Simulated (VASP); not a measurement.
Here is the system:

```yaml
crystal:
  lattice:
    - [2.82552, 0.00000, 0.00000]
    - [0.00000, 2.82552, 0.00000]
    - [0.00000, 0.00000, 4.06431]
  atoms:
    - { symbol: Ti, position: [0.00000, 0.00000, 0.00000] }
    - { symbol: Al, position: [0.50000, 0.50000, 0.50000] }
```

These are PW91 GGA, VASP's PBE PAW potentials (set 64) (plane waves; VASP) values and carry that method's errors. Settings: 520 eV cut-off, Gaussian smearing of 0.050 eV, potentials Ti_sv Al.

Question: What does the run give for the band gap (along the path) with the smallest direct gap where there is one?

Answer: 
* **band gap (along the path)**: none (metal, semimetal or under 0.01 eV)

The absolute energy has meaning only against runs of the same code, potentials and settings.

The compound is TiAl in the L1_0 structure. It was relaxed first. The electron count is odd and the run is not spin-polarised, which forces a metal.
